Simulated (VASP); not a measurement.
VASP input:

File KPOINTS:
```
Automatic mesh
0
Gamma
5 5 5
0 0 0
```

**POSCAR**
```
CsI
1
    4.6614000000     0.0000000000     0.0000000000
    0.0000000000     4.6614000000     0.0000000000
    0.0000000000     0.0000000000     4.6614000000
Cs I
1 1
Direct
  0.0000000000   0.0000000000   0.0000000000
  0.5000000000   0.5000000000   0.5000000000
```

**INCAR**
```
ALGO = Normal
AMIX = 0.05
BMIX = 1.0
EDIFF = 1E-6
ENCUT = 400
GGA = PE
IMIX = 4
ISIF = 2
ISMEAR = 0
LASPH = .TRUE.
LCHARG = .FALSE.
LMAXMIX = 4
LREAL = .FALSE.
LWAVE = .FALSE.
NELM = 100
PREC = Accurate
SIGMA = 0.05
SYSTEM = CsI
```

POTCAR, in this order: Cs_sv I (PBE.64 set). Program: vasp_std.

Write an equivalent input for Quantum ESPRESSO's pw.x.

One equivalent input (not run):
```
&CONTROL
  calculation = 'scf'
  pseudo_dir = './pseudo'
  outdir = './out'
  tprnfor = .true.
  tstress = .true.
/
&SYSTEM
  ibrav = 0
  nat = 2
  ntyp = 2
  ecutwfc = 70
  occupations = 'smearing'
  smearing = 'gaussian'
  degauss = 0.003675
  input_dft = 'pbe'
/
&ELECTRONS
  conv_thr = 7.3e-08
  electron_maxstep = 100
/
ATOMIC_SPECIES
  Cs 132.905 Cs.upf
  I 126.904 I.upf
CELL_PARAMETERS angstrom
     4.6614000    0.0000000    0.0000000
     0.0000000    4.6614000    0.0000000
     0.0000000    0.0000000    4.6614000
ATOMIC_POSITIONS crystal
  Cs   0.0000000  0.0000000  0.0000000
  I    0.5000000  0.5000000  0.5000000
K_POINTS automatic
  5 5 5 0 0 0
```
The two are equivalent in intent, not identical: the potentials are each code's own (VASP's PAW set, PseudoDojo norm-conserving files in pw.x), so ENCUT and ecutwfc are chosen apart and not converted; conv_thr bounds pw.x's estimated SCF error, while EDIFF bounds the energy change between steps.

The compound is CsI in the CsCl type structure. The cell was not relaxed at this level. The run is one of a series of settings (AMIX = 0.05, BMIX = 1.0, IMIX = 4 against the base run), some of them coarse on purpose.
